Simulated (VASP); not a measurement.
# Pt12CO in VASP: notebook, part 2 of 2

VASP 6.6.1.

## (3) Single point, PBE+D3(BJ) (CO held 3.00 Å above the top plane over (0/6, 2/6) of the surface cell)

Contents of INCAR:

```
SYSTEM = Pt12CO
PREC     = Accurate       ! precision mode
ENCUT    = 520            ! plane-wave cutoff, eV
EDIFF    = 1E-6           ! SCF threshold, eV
ISMEAR   = 0              ! smearing method
SIGMA    = 0.1            ! smearing width, eV
LREAL    = .False.        ! projectors in reciprocal space
LASPH    = .True.         ! aspherical terms in the spheres
NELM     = 100            ! most SCF steps
ALGO     = Fast           ! electronic algorithm
ISIF     = 2              ! what is computed and relaxed
LWAVE    = .False.        ! write WAVECAR
LCHARG   = .True.         ! write CHGCAR
LDIPOL   = .True.       
IDIPOL   = 3            
DIPOL    = 0.5 0.5 0.297
GGA      = PE             ! functional
IVDW     = 12             ! dispersion correction
LELF     = .True.         ! ELF
LVHAR    = .True.       
LVACPOTAV= .True.       
NBANDS   = 78             ! bands
```

Contents of KPOINTS:

```
Automatic mesh
0
Gamma
  5 5 1
  0 0 0
```

Contents of POSCAR:

```
Pt12CO
1.0
    5.5557316975      0.0000000000      0.0000000000
    0.0000000000      5.5557316975      0.0000000000
    0.0000000000      0.0000000000     22.6352243362
Pt O C
12 1 1
Direct
    0.2500000000      0.2500000000      0.1767157215
    0.2500000000      0.7500000000      0.1767157215
    0.7500000000      0.2500000000      0.1767157215
    0.7500000000      0.7500000000      0.1767157215
    0.0000000000      0.0000000000      0.2625492162
    0.0000000000      0.5000000000      0.2625492162
    0.5000000000      0.0000000000      0.2625492162
    0.5000000000      0.5000000000      0.2625492162
    0.2500000000      0.2500000000      0.3483607769
    0.2500000000      0.7500000000      0.3483607769
    0.7500000000      0.2500000000      0.3483607769
    0.7500000000      0.7500000000      0.3483607769
    0.2500000000      0.4166666667      0.4808975681
    0.2500000000      0.4166666667      0.5317033380
```

Potentials or basis: VASP PAW PBE potentials, release 64 (Pt, O, C).

The run is started by

```bash
> cat potpaw_PBE.64/Pt/POTCAR potpaw_PBE.64/O/POTCAR potpaw_PBE.64/C/POTCAR > POTCAR
> mpirun -np 1 vasp_std > vasp.out
```

OUTCAR:

```text
SYSTEM = Pt12CO
   PREC = Accurate
   ENCUT = 520
   EDIFF = 1E-6
   ISMEAR = 0
   LREAL = .False.
   LASPH = .True.
   NELM = 100
   ISIF = 2
   GGA = PE
   IVDW = 12
 IVDW          = 12

 ion  position               nearest neighbor table
   1  0.250  0.250  0.177-   5 2.76   6 2.76   7 2.76   8 2.76   2 2.78   3 2.78   2 2.78   3 2.78

   2  0.250  0.750  0.177-   5 2.76   6 2.76   7 2.76   8 2.76   1 2.78   4 2.78   1 2.78   4 2.78

   3  0.750  0.250  0.177-   5 2.76   6 2.76   7 2.76   8 2.76   1 2.78   4 2.78   4 2.78   1 2.78
[... 15 lines left out ...]
  11  0.750  0.250  0.348-   5 2.76   6 2.76   7 2.76   8 2.76   9 2.78  12 2.78  12 2.78   9 2.78

  12  0.750  0.750  0.348-   5 2.76   6 2.76   7 2.76   8 2.76  10 2.78  11 2.78  11 2.78  10 2.78

  13  0.250  0.417  0.481-  14 1.15
  14  0.250  0.417  0.532-  13 1.15

  LATTYP: Found a simple tetragonal cell.
 ALAT       =     5.5557316975
 C/A-ratio  =     4.0742112054

  Lattice vectors:

 A1 = (   5.5557316975,   0.0000000000,   0.0000000000)
 A2 = (   0.0000000000,   5.5557316975,   0.0000000000)
 A3 = (   0.0000000000,   0.0000000000,  22.6352243362)

Analysis of symmetry for initial positions (statically):
=====================================================================
 Subroutine PRICEL returns:
 Original cell was already a primitive cell.

 Routine SETGRP: Setting up the symmetry group for a
 simple tetragonal supercell.

 Subroutine GETGRP returns: Found  2 space group operations
 (whereof  1 operations were pure point group operations)
 out of a pool of 16 trial point group operations.

The static configuration has the point symmetry C_1 .
 The point group associated with its full space group is C_1h.

Analysis of symmetry for dynamics (positions and initial velocities):
=====================================================================
 Subroutine PRICEL returns:
 Original cell was already a primitive cell.

 Routine SETGRP: Setting up the symmetry group for a
 simple tetragonal supercell.

 Subroutine GETGRP returns: Found  2 space group operations
 (whereof  1 operations were pure point group operations)
 out of a pool of 16 trial point group operations.

The dynamic configuration has the point symmetry C_1 .
 The point group associated with its full space group is C_1h.

 Subroutine INISYM returns: Found  2 space group operations
 (whereof  1 operations are pure point group operations),
 and found     1 'primitive' translations

----------------------------------------------------------------------------------------

                                     Primitive cell

  volume of cell :     698.6623

  direct lattice vectors                    reciprocal lattice vectors
     5.555731697  0.000000000  0.000000000     0.179994293  0.000000000  0.000000000
     0.000000000  5.555731697  0.000000000     0.000000000  0.179994293  0.000000000
     0.000000000  0.000000000 22.635224336     0.000000000  0.000000000  0.044178930

  length of vectors
     5.555731697  5.555731697 22.635224336     0.179994293  0.179994293  0.044178930

  position of ions in fractional coordinates (direct lattice)
     0.250000000  0.250000000  0.176715722
     0.250000000  0.750000000  0.176715722
[... 78 lines left out ...]
   ICHARG =      2    charge: 1-file 2-atom 10-const
   ISPIN  =      1    spin polarized calculation?
   LNONCOLLINEAR =      F non collinear calculations
   LSORBIT =      F    spin-orbit coupling
   LASPH  =      T    aspherical Exc in radial PAW
   ENCUT  =  520.0 eV  38.22 Ry    6.18 a.u.  10.33 10.33 42.09*2*pi/ulx,y,z
   NELM   =    100;   NELMIN=  2; NELMDL= -5     # of ELM steps
   EDIFF  = 0.1E-05   stopping-criterion for ELM
   LREAL  =      F    real-space projection
   EDIFFG = 0.1E-04   stopping-criterion for IOM
   NSW    =      0    number of steps for IOM
   IBRION =     -1    ionic relax: 0-MD 1-quasi-New 2-CG
   NFREE  =      0    steps in history (QN), initial steepest desc. (CG)
   ISIF   =      2    stress and relaxation
   ISYM   =      2    0-nonsym 1-usesym 2-fastsym
   POTIM  = 0.5000    time-step for ionic-motion
   TEBEG  =    0.0;   TEEND  =   0.0 temperature during run
   PSTRESS=    0.0 pullay stress
   NELECT =     130.0000    total number of electrons
   NUPDOWN=      -1.0000    fix difference up-down
   EMIN   =  10.00;   EMAX   =-10.00  energy-range for DOS
   EFERMI =   0.00;   METHOD = LEGACY
   ISMEAR =     0;   SIGMA  =   0.10  broadening in eV -4-tet -1-fermi 0-gaus
   EFERMI_NEDOS =   21; number of points for ismear=-14 and -15
   IALGO  =     68    algorithm
   IMIX   =      4    mixing-type and parameters
     AMIX     =   0.40;   BMIX     =  1.00
     AMIX_MAG =   1.60;   BMIX_MAG =  1.00
  volume/ion in A,a.u.               =      49.90       336.77
  Fermi-wavevector in a.u.,A,eV,Ry     =   0.934617  1.766169 11.884801  0.873508
  Thomas-Fermi vector in A             =   2.061440
   LORBIT       =      0    0 simple, 1 ext, 2 COOP (PROOUT), +10 PAW based schemes
   GGA     = PE    functional components
   LHFCALC =     F    Hartree Fock is set to
   AEXX    =    0.0000 exact exchange contribution
   IVDW    =    12    specifies the selected vdW correction
   LEPSILON=     F    determine dielectric tensor
   LRPA    =     F    only Hartree local field effects (RPA)
 non-spin polarized calculation
 RMM-DIIS sequential band-by-band and
 Gauss-broadening in eV      SIGMA  =   0.10
  energy-cutoff  :      520.00
  volume of cell :      698.66
 maximum number of plane-waves:     18873
 NGX is ok and might be reduce to    42
   NGX = 21   NGY = 21   NGZ = 85

 dipolmoment           0.000000      0.000000      0.007848 electrons x Angstroem

 number of electron     130.0000018 magnetization

 dipolmoment           0.000000      0.000000     -0.010344 electrons x Angstroem

 Free energy of the ion-electron system (eV)
  ---------------------------------------------------
  ext. energy  EPLUGINS =         0.00000000
  ---------------------------------------------------
  free energy    TOTEN  =       -80.94558129 eV

  energy without entropy =      -80.83264735  energy(sigma->0) =      -80.88911432

 E-fermi :  -1.0452     XC(G=0):  -4.8343

 val. band max:       -1.0611110938   @ k =   0.2000   0.0000   0.0000
 cond. band min:      -1.0373328120   @ k =   0.0000   0.2000   0.0000
 fundamental gap:      0.0237782818
 Fermi energy:        -1.0452174065

 k-point     1 :       0.0000    0.0000    0.0000
  band No.  band energies     occupation
      1     -24.8542      2.00000
      2     -10.0677      2.00000
      3      -9.8342      2.00000
      4      -7.6262      2.00000
      5      -7.6249      2.00000
      6      -7.5511      2.00000
[... 709 lines left out ...]
     76       2.0588      0.00000
     77       2.4810      0.00000
 [bands above 77 left out]

------------------------ aborting loop because EDIFF is reached ----------------------------------------

 Edisp (eV)   -5.90664

 E8    (eV) :    -2.8180

  FORCE on cell =-STRESS in cart. coord.  units (eV):
  Direction    XX          YY          ZZ          XY          YZ          ZX
  --------------------------------------------------------------------------------------
  -------------------------------------------------------------------------------------
  Total     -15.59446   -15.51932    -1.08759     0.00000    -0.01703     0.00000
  in kB     -35.76132   -35.58901    -2.49406     0.00000    -0.03906     0.00000
  external pressure =      -24.61 kB  Pullay stress =        0.00 kB

 VOLUME and BASIS-vectors are now :
 -----------------------------------------------------------------------------
  energy-cutoff  :      520.00
  volume of cell :      698.66
      direct lattice vectors                 reciprocal lattice vectors
     5.555731697  0.000000000  0.000000000     0.179994293  0.000000000  0.000000000
     0.000000000  5.555731697  0.000000000     0.000000000  0.179994293  0.000000000
     0.000000000  0.000000000 22.635224336     0.000000000  0.000000000  0.044178930

 POSITION                                       TOTAL-FORCE (eV/Angst)
 -----------------------------------------------------------------------------------
      1.38893      1.38893      4.00000         0.000000      0.007208      0.018900
      1.38893      4.16680      4.00000         0.000000     -0.007229      0.027134
      4.16680      1.38893      4.00000         0.000000      0.003725      0.030236
      4.16680      4.16680      4.00000         0.000000     -0.000200      0.021543
      0.00000      0.00000      5.94286         0.005276      0.003973     -0.009131
      0.00000      2.77787      5.94286         0.000646     -0.000492     -0.000810
      2.77787      0.00000      5.94286        -0.005276      0.003973     -0.009131
      2.77787      2.77787      5.94286        -0.000646     -0.000492     -0.000810
      1.38893      1.38893      7.88522         0.000000     -0.050586     -0.080136
      1.38893      4.16680      7.88522         0.000000      0.035932     -0.051151
      4.16680      1.38893      7.88522         0.000000      0.001980     -0.024178
      4.16680      4.16680      7.88522         0.000000     -0.002357     -0.016372
      1.38893      2.31489     10.88522         0.000000      0.007468      0.779444
      1.38893      2.31489     12.03522         0.000000     -0.002904     -0.685540
 -----------------------------------------------------------------------------------
    total drift:                                0.000000     -0.000046      0.000265

  FREE ENERGIE OF THE ION-ELECTRON SYSTEM (eV)
  ---------------------------------------------------
  free  energy   TOTEN  =       -86.8522253797 eV

  energy  without entropy=      -86.7392914372  energy(sigma->0) =      -86.79575841

 vacuum level on the upper side and lower side of the slab         4.600         4.661
```

It took 15 min on 1 thread of Intel Xeon Platinum 8488C (Sapphire Rapids), shared host; peak memory 0.87 GiB.

What came out:

| Item | Value |
| --- | --- |
| Free energy | -86.8522 eV |
| Largest force | 0.779 eV/Å |
| Band gap on the k mesh | none (metal or under the smearing width) |
| Dispersion energy per atom | -0.422 eV |
| Work function of the upper face | 5.65 eV |
| Work function of the lower face | 5.71 eV |

Forces in eV/Å, atoms in the order of the input:
```
Pt   0.000  0.007  0.019
Pt   0.000 -0.007  0.027
Pt   0.000  0.004  0.030
Pt   0.000  0.000  0.022
Pt   0.005  0.004 -0.009
Pt   0.001  0.000 -0.001
Pt  -0.005  0.004 -0.009
Pt  -0.001  0.000 -0.001
Pt   0.000 -0.051 -0.080
Pt   0.000  0.036 -0.051
Pt   0.000  0.002 -0.024
Pt   0.000 -0.002 -0.016
O    0.000  0.007  0.779
C    0.000 -0.003 -0.686
```

Levels at points of the mesh, in eV from the Fermi level:
```
           k point  band 63  band 64  band 65  band 66  band 67  band 68
(0.00, 0.00, 0.00)     0.11     0.16     0.16     0.44     0.75     0.76
```

Caveat: the standard files for N, O and F lose accuracy on very short bonds. The run has no spin-orbit coupling, so splittings on Pt are missing.
